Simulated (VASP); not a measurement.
# W (Im-3m) in VASP: elastic constants with PBE

Aim: the elastic constants of W with PBE.

Everything below comes from runs of VASP 6.6.1. Logs are shortened: lines on timing, memory, paths and dates and some standing lists are left out, and cuts for length are marked.

## (1) The structure

Symmetry: Im-3m, No. 229, cubic system. Conventional cell: a = 3.186 Å, b = 3.186 Å, c = 3.186 Å, α = 90.00°, β = 90.00°, γ = 90.00°. Around W (site symmetry m-3m) lie 8 W at 2.76 Å.

The cell was built by a generator and needn't be a form met in nature.

## (2) Elastic constants, PBE

POSCAR

```
W
1.0
   -1.5931220206      1.5931220206      1.5931220206
    1.5931220206     -1.5931220206      1.5931220206
    1.5931220206      1.5931220206     -1.5931220206
  W
     1
Direct
     0.0000000000000000    0.0000000000000000    0.0000000000000000
```

INCAR.step1

```
ALGO = Normal
EDIFF = 1E-8
EDIFFG = -0.002
ENCUT = 600
GGA = PE
IBRION = 2
ISIF = 3
ISMEAR = 1
KPAR = 4
LASPH = T
LCHARG = F
LREAL = F
LWAVE = F
NELM = 100
NSW = 40
PREC = Accurate
SIGMA = 0.2
```

INCAR.step2

```
ALGO = Normal
EDIFF = 1E-8
ENCUT = 600
GGA = PE
IBRION = 6
ISIF = 3
ISMEAR = 1
KPAR = 4
LASPH = T
LCHARG = F
LREAL = F
LWAVE = F
NELM = 100
NFREE = 2
NSW = 1
POTIM = 0.015
PREC = Accurate
SIGMA = 0.2
```

KPOINTS

```
k-points
0
Gamma
  8 8 8
```

Potentials or basis: VASP PAW PBE potentials, release 64 (W_sv).

On the command line:

```console
cat potpaw_PBE.64/W_sv/POTCAR > POTCAR
cp INCAR.step1 INCAR
mpirun -np 4 vasp_std > vasp.out
cp CONTCAR POSCAR
cp INCAR.step2 INCAR
mpirun -np 4 vasp_std > vasp.out
```

OUTCAR:

```text
EDIFF = 1E-8
   ENCUT = 600
   GGA = PE
   IBRION = 6
   ISIF = 3
   ISMEAR = 1
   LASPH = T
   LREAL = F
   NELM = 100
   NFREE = 2
   NSW = 1
   POTIM = 0.015
   PREC = Accurate

 ion  position               nearest neighbor table
   1  0.000  0.000  0.000-

  LATTYP: Found a body centered cubic cell.
 ALAT       =     3.1866414972

  Lattice vectors:

 A1 = (  -1.5933207486,   1.5933207486,   1.5933207486)
 A2 = (   1.5933207486,  -1.5933207486,   1.5933207486)
 A3 = (   1.5933207486,   1.5933207486,  -1.5933207486)

Analysis of symmetry for initial positions (statically):
=====================================================================
 Subroutine PRICEL returns:
 Original cell was already a primitive cell.

 Routine SETGRP: Setting up the symmetry group for a
 body centered cubic supercell.

 Subroutine GETGRP returns: Found 48 space group operations
 (whereof 48 operations were pure point group operations)
 out of a pool of 48 trial point group operations.

The static configuration has the point symmetry O_h .

Analysis of symmetry for dynamics (positions and initial velocities):
=====================================================================
 Subroutine PRICEL returns:
 Original cell was already a primitive cell.

 Routine SETGRP: Setting up the symmetry group for a
 body centered cubic supercell.

 Subroutine GETGRP returns: Found 48 space group operations
 (whereof 48 operations were pure point group operations)
 out of a pool of 48 trial point group operations.

The dynamic configuration has the point symmetry O_h .

 Subroutine INISYM returns: Found 48 space group operations
 (whereof 48 operations are pure point group operations),
 and found     1 'primitive' translations

----------------------------------------------------------------------------------------

[... 342 lines left out ...]
      5       1.6263      2.00000
      6       9.9573      2.00000
      7       9.9573      2.00000
      8       9.9573      2.00000
      9      13.3635     -0.00000
     10      13.3636     -0.00000
     11      25.6188      0.00000
[... 309 lines left out ...]
 k-point    24 :      -0.3750    0.3750    0.2500
  band No.  band energies     occupation
      1     -62.9061      2.00000
      2     -27.5493      2.00000
      3     -27.2135      2.00000
      4     -27.1003      2.00000
      5       6.6903      2.00000
      6       7.4275      2.00000
      7      10.6383      1.99512
      8      11.4143     -0.00014
      9      14.7830     -0.00000
     10      15.4089      0.00000
     11      24.5599      0.00000

 [... further k-points ...]

------------------------ aborting loop because EDIFF is reached ----------------------------------------

  FORCE on cell =-STRESS in cart. coord.  units (eV):
  Direction    XX          YY          ZZ          XY          YZ          ZX
  --------------------------------------------------------------------------------------
  -------------------------------------------------------------------------------------
  Total        0.0008677      0.0008677      0.0008677     -0.0000000     -0.0000000     -0.0000000
  in kB        0.0859251      0.0859251      0.0859251     -0.0000000     -0.0000000     -0.0000000
  external PRESSURE =       0.0859251 kB  Pullay stress =       0.0000000 kB
[... 16 lines left out ...]
  FREE ENERGIE OF THE ION-ELECTRON SYSTEM (eV)
  ---------------------------------------------------
  free  energy   TOTEN  =       -12.9549654977 eV

  energy  without entropy=      -12.9571539795  energy(sigma->0) =      -12.95569499

 INTERNAL STRAIN TENSORS FROM STRAINED CELLS
 ============================================

 INTERNAL STRAIN TENSOR FOR ION    1 for displacements in x,y,z  (eV/Angst):
          X           Y           Z          XY          YZ          ZX
  --------------------------------------------------------------------------------
  x    -0.00000    -0.00000     0.00000     0.00000     0.00000    -0.00000
  y     0.00000    -0.00000    -0.00000     0.00000     0.00000     0.00000
  z     0.00000     0.00000     0.00000     0.00000     0.00000    -0.00000

 INTERNAL STRAIN TENSORS FROM DISPLACED ATOMS
 ============================================

 INTERNAL STRAIN TENSOR FOR ION    1 for displacements in x,y,z  (eV/Angst):
          X           Y           Z          XY          YZ          ZX
  --------------------------------------------------------------------------------
  x     0.00000     0.00000     0.00000     0.00000     0.00000     0.00000
  y     0.00000     0.00000     0.00000     0.00000     0.00000     0.00000
  z     0.00000     0.00000     0.00000     0.00000     0.00000     0.00000

 Eigenvectors and eigenvalues of the dynamical matrix
 ----------------------------------------------------

   1 f/i=    0.000000 THz     0.000000 2PiTHz    0.000000 cm-1     0.000000 meV
             X         Y         Z           dx          dy          dz
      0.000000  0.000000  0.000000    -0.539000   -0.812447   -0.222283

   2 f/i=    0.000000 THz     0.000000 2PiTHz    0.000000 cm-1     0.000000 meV
             X         Y         Z           dx          dy          dz
      0.000000  0.000000  0.000000     0.180870   -0.369380    0.911507

   3 f/i=    0.000000 THz     0.000000 2PiTHz    0.000000 cm-1     0.000000 meV
             X         Y         Z           dx          dy          dz
      0.000000  0.000000  0.000000     0.822658   -0.451097   -0.346043

--------------------------------------------------------------------------------------------------------

 ELASTIC MODULI CONTR FROM IONIC RELAXATION (kBar)
 Direction    XX          YY          ZZ          XY          YZ          ZX
 --------------------------------------------------------------------------------
 XX           0.0000      0.0000      0.0000      0.0000      0.0000      0.0000
 YY           0.0000      0.0000      0.0000      0.0000      0.0000      0.0000
 ZZ           0.0000      0.0000      0.0000      0.0000      0.0000      0.0000
 XY           0.0000      0.0000      0.0000      0.0000      0.0000      0.0000
 YZ           0.0000      0.0000      0.0000      0.0000      0.0000      0.0000
 ZX           0.0000      0.0000      0.0000      0.0000      0.0000      0.0000
 --------------------------------------------------------------------------------

 TOTAL ELASTIC MODULI (kBar)
 Direction    XX          YY          ZZ          XY          YZ          ZX
 --------------------------------------------------------------------------------
 XX        5736.2618   1767.5955   1767.5955     -0.0000     -0.0000      0.0000
 YY        1767.5955   5736.2618   1767.5955     -0.0000     -0.0000      0.0000
 ZZ        1767.5955   1767.5955   5736.2618     -0.0000     -0.0000      0.0000
 XY          -0.0000     -0.0000     -0.0000   1545.2754     -0.0000      0.0000
 YZ          -0.0000     -0.0000     -0.0000     -0.0000   1545.2754      0.0000
 ZX           0.0000      0.0000      0.0000      0.0000      0.0000   1545.2754
 --------------------------------------------------------------------------------
```

OSZICAR.step1:

```text
N       E                     dE             d eps       ncg     rms          rms(c)
DAV:   1     0.835179376658E+02    0.83518E+02   -0.81921E+03   646   0.156E+03
DAV:   2    -0.119624394272E+02   -0.95480E+02   -0.92229E+02   686   0.353E+02
DAV:   3    -0.135685049306E+02   -0.16061E+01   -0.15825E+01   728   0.453E+01
[... 23 lines left out ...]
DAV:   3    -0.129549625683E+02    0.41685E-04   -0.11951E-04   653   0.144E-01    0.389E-02
DAV:   4    -0.129549649125E+02   -0.23442E-05   -0.28080E-06   661   0.226E-02    0.479E-03
DAV:   5    -0.129549647733E+02    0.13918E-06   -0.23467E-07   671   0.633E-03    0.254E-04
DAV:   6    -0.129549646895E+02    0.83758E-07   -0.22135E-09   360   0.752E-04    0.552E-05
DAV:   7    -0.129549646936E+02   -0.40607E-08   -0.30371E-10   325   0.273E-04
   3 F= -.12954965E+02 E0= -.12955694E+02  d E =-.215023E-05
```

Wall time 49 s (4 MPI ranks of Intel Xeon Platinum 8488C (Sapphire Rapids), shared host); peak memory 0.17 GiB.

Results:

| Item | Value |
| --- | --- |
| Elastic constants C11, C12, C44 | 574, 177, 155 GPa |
| Voigt bulk modulus | 309 GPa |

Elastic tensor in Voigt notation (GPa, in the Cartesian axes of the cell as first typed):
```
574 177 177   0   0   0
177 574 177   0   0   0
177 177 574   0   0   0
  0   0   0 155   0   0
  0   0   0   0 155   0
  0   0   0   0   0 155
```

Clamped-ion elastic tensor (GPa):
```
574 177 177   0   0   0
177 574 177   0   0   0
177 177 574   0   0   0
  0   0   0 155   0   0
  0   0   0   0 155   0
  0   0   0   0   0 155
```
